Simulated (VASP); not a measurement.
Method: PBEsol GGA, VASP's PBE PAW potentials (set 64) (plane waves; VASP).

The input files of a VASP run:

### KPOINTS
```
Automatic mesh
0
Gamma
8 8 15
0 0 0
```

### INCAR
```
# general
SYSTEM  = IrPd3
PREC    = Accurate
ENCUT   = 400   # plane-wave cut-off (eV)
LREAL   = .False.   # projection in real space or not
LASPH   = .True.   # aspherical one-centre terms

# electronic loop
EDIFF   = 1E-7
NELM    = 100   # most electronic steps
ALGO    = Normal   # blocked Davidson
LMAXMIX = 6   # l cut-off of mixed one-centre charges

# smearing
ISMEAR  = -5

# functional
GGA     = PS

# ions
ISIF    = 2

# output
LWAVE   = .False.
LCHARG  = .True.
LORBIT  = 11   # lm-projected
NEDOS   = 601   # DOS grid

# other
LEFG    = .True.
```

File POSCAR:
```
IrPd3
1
    0.0191600796     3.8547970756     3.8503847377
    3.8547970756     0.0191600796     3.8503847377
    1.9369785775     1.9369785775     0.0000000000
Pd Ir
3 1
Direct
  0.0000000000   1.0000000000   0.0000000000
  0.0000000000   0.5000000000   0.0000000000
  0.5000000000   0.0000000000   1.0000000000
  0.5000000000   0.5000000000   1.0000000000
```

POTCAR, in this order: Pd Ir (PBE.64 set). Program: vasp_std.

Unless said otherwise, spin-orbit coupling is left out, though it shifts the bands of the heavy elements here.

Problem. Estimate the energy per atom (σ→0), band gap (on the k-mesh).

Solution. 
The energy per atom (σ→0) is -6.839 eV/atom and the band gap (on the k-mesh) comes out as none (metal, semimetal or under 0.01 eV).

**OSZICAR**
```
...
DAV:  13    -0.273554426940E+02    0.70375E-04   -0.15756E-04 15837   0.123E-01    0.295E-02
DAV:  14    -0.273554217339E+02    0.20960E-04   -0.46736E-05 15729   0.655E-02    0.449E-03
DAV:  15    -0.273554207198E+02    0.10140E-05   -0.16090E-06 13034   0.129E-02    0.190E-03
DAV:  16    -0.273554198784E+02    0.84148E-06   -0.40078E-08  6979   0.191E-03    0.932E-04
DAV:  17    -0.273554208990E+02   -0.10206E-05   -0.34865E-08  6797   0.244E-03    0.263E-04
DAV:  18    -0.273554210760E+02   -0.17700E-06   -0.61825E-09  6622   0.598E-04    0.775E-05
DAV:  19    -0.273554210855E+02   -0.94610E-08   -0.12023E-09  6671   0.347E-04
   1 F= -.27355421E+02 E0= -.27355421E+02  d E =0.000000E+00
```

The structure was generated: IrPd3 was put into an ordered model structure (Cmmm), which need not be its known phase. It was relaxed first. The electron count is odd and the run is not spin-polarised, which forces a metal.
